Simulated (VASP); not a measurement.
Ni$_{3}$Si (L1_2): the bulk modulus from VASP (plane waves, PAW) at several levels of theory. Static lattice, third-order Birch-Murnaghan fit over five volumes.

```tsv
level	bulk modulus (GPa)
LDA	258
PBE	211
PBEsol	238
RPBE	196
AM05	240
PBE-D3(BJ)	233
PBE-D4	233
optB88-vdW	208
rev-vdW-DF2	219
revTPSS	248
SCAN	253
r2SCAN	236
r2SCAN+rVV10	242
```

The cell of the LDA run:

```yaml
crystal:
  lattice:
    - [3.42904, 0.00000, 0.00000]
    - [0.00000, 3.42904, 0.00000]
    - [0.00000, 0.00000, 3.42904]
  atoms:
    - { symbol: Si, position: [0.00000, 0.00000, 0.00000] }
    - { symbol: Ni, position: [0.00000, 0.50000, 0.50000] }
    - { symbol: Ni, position: [0.50000, 0.00000, 0.50000] }
    - { symbol: Ni, position: [0.50000, 0.50000, 0.00000] }
```

Only levels that ran to the end are used. Left out are those held back, those with too coarse a band path, GW runs whose mesh misses a band edge, hybrids' fits of cells that aren't cubic and levels without matching references; a question may draw on a part of the rest.

The compound is Ni3Si in the L1_2 structure.
